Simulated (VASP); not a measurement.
Output of a VASP run:

File OSZICAR:
```
       N       E                     dE             d eps       ncg     rms          rms(c)
DAV:   1     0.539163230991E+02    0.53916E+02   -0.65211E+03  7424   0.204E+03
DAV:   2     0.916630078217E+01   -0.44750E+02   -0.43580E+02  8367   0.280E+02
DAV:   3     0.690712506505E+01   -0.22592E+01   -0.21895E+01 10181   0.825E+01
DAV:   4     0.687091251962E+01   -0.36213E-01   -0.36180E-01 10986   0.106E+01
DAV:   5     0.687038814440E+01   -0.52438E-03   -0.52432E-03 10789   0.108E+00    0.779E+00
DAV:   6    -0.198569096822E+01   -0.88561E+01   -0.17531E+01  7047   0.532E+01    0.547E+00
DAV:   7    -0.252991998264E+01   -0.54423E+00   -0.17154E+00  8906   0.199E+01    0.943E+00
DAV:   8    -0.170262959302E+01    0.82729E+00   -0.71390E+00  7793   0.385E+01    0.180E+00
DAV:   9    -0.170014101460E+01    0.24886E-02   -0.34726E-02  8369   0.223E+00    0.889E-01
DAV:  10    -0.170111586334E+01   -0.97485E-03   -0.87458E-02  8136   0.301E+00    0.584E-01
DAV:  11    -0.169711190531E+01    0.40040E-02   -0.12123E-02  8118   0.136E+00    0.256E-01
DAV:  12    -0.169632394545E+01    0.78796E-03   -0.42939E-03  8127   0.780E-01    0.661E-02
DAV:  13    -0.169628679485E+01    0.37151E-04   -0.62489E-04  9517   0.316E-01    0.220E-02
DAV:  14    -0.169628656468E+01    0.23017E-06   -0.18041E-06  7498   0.174E-02    0.153E-02
DAV:  15    -0.169628232599E+01    0.42387E-05   -0.32380E-05  8103   0.634E-02    0.689E-03
DAV:  16    -0.169628294840E+01   -0.62241E-06   -0.21154E-06  7450   0.221E-02    0.277E-03
DAV:  17    -0.169628281570E+01    0.13270E-06   -0.65127E-08  3706   0.460E-03    0.154E-03
DAV:  18    -0.169628275965E+01    0.56051E-07   -0.92753E-09  3595   0.158E-03
   1 F= -.16962828E+01 E0= -.16965234E+01  d E =0.722015E-03  mag=     0.6269
```

### OUTCAR
```
------------------------ aborting loop because EDIFF is reached ----------------------------------------
  FORCE on cell =-STRESS in cart. coord.  units (eV):
  Direction    XX          YY          ZZ          XY          YZ          ZX
  --------------------------------------------------------------------------------------
  Total       -0.8073230     -0.8073230     -0.8073230     -0.0000000      0.0000000     -0.0000000
  in kB     -118.1603581   -118.1603581   -118.1603581     -0.0000000      0.0000000     -0.0000000
  external PRESSURE =    -118.1603581 kB  Pullay stress =       0.0000000 kB
  volume of cell :       10.95
      direct lattice vectors                 reciprocal lattice vectors
     0.000000000  1.762322447  1.762322447    -0.283716525  0.283716525  0.283716525
     1.762322447  0.000000000  1.762322447     0.283716525 -0.283716525  0.283716525
     1.762322447  1.762322447  0.000000000     0.283716525  0.283716525 -0.283716525
 POSITION                                       TOTAL-FORCE (eV/Angst)
 -----------------------------------------------------------------------------------
      0.00000      0.00000      0.00000         0.000000      0.000000     -0.000000
 -----------------------------------------------------------------------------------
    total drift:                               -0.000000     -0.000000      0.000000
  FREE ENERGIE OF THE ION-ELECTRON SYSTEM (eV)
  ---------------------------------------------------
  free  energy   TOTEN  =        -1.6962827596 eV

  energy  without entropy=       -1.6970047743  energy(sigma->0) =       -1.69652343

 total charge

# of ion       s       p       d       tot
------------------------------------------
    1        0.486   0.496   8.292   9.274

 magnetization (x)

# of ion       s       p       d       tot
------------------------------------------
    1       -0.009  -0.027   0.677   0.641
```
(Selected blocks of OUTCAR.)

### POSCAR
```
Ni
1
    0.0000000000     1.7623224473     1.7623224473
    1.7623224473     0.0000000000     1.7623224473
    1.7623224473     1.7623224473     0.0000000000
Ni
1
Direct
  0.0000000000   0.0000000000   0.0000000000
```

Reconstruct the remaining input files.

One answer among several that fit: the input of the run itself, revTPSS meta-GGA, plane waves, VASP's PBE PAW potentials (set 64).

**INCAR**
```
SYSTEM = Ni
PREC = Accurate
ENCUT = 520
EDIFF = 1E-7
NELM = 100
ALGO = Normal
LREAL = .FALSE.
LASPH = .TRUE.
ISMEAR = 1
SIGMA = 0.1
METAGGA = RTPSS
LMIXTAU = .TRUE.
LMAXMIX = 4
ISPIN = 2
MAGMOM = 0.6
LORBIT = 10
LWAVE = .FALSE.
LCHARG = .FALSE.
ISIF = 2
```

KPOINTS:
```
Regular mesh
0
G
  18 18 18
```

POTCAR, in this order: Ni (PBE.64 set). Program: vasp_std.

The compound is Ni in the fcc structure. This cell is one point of a volume scan, at 1.06 of the reference volume.
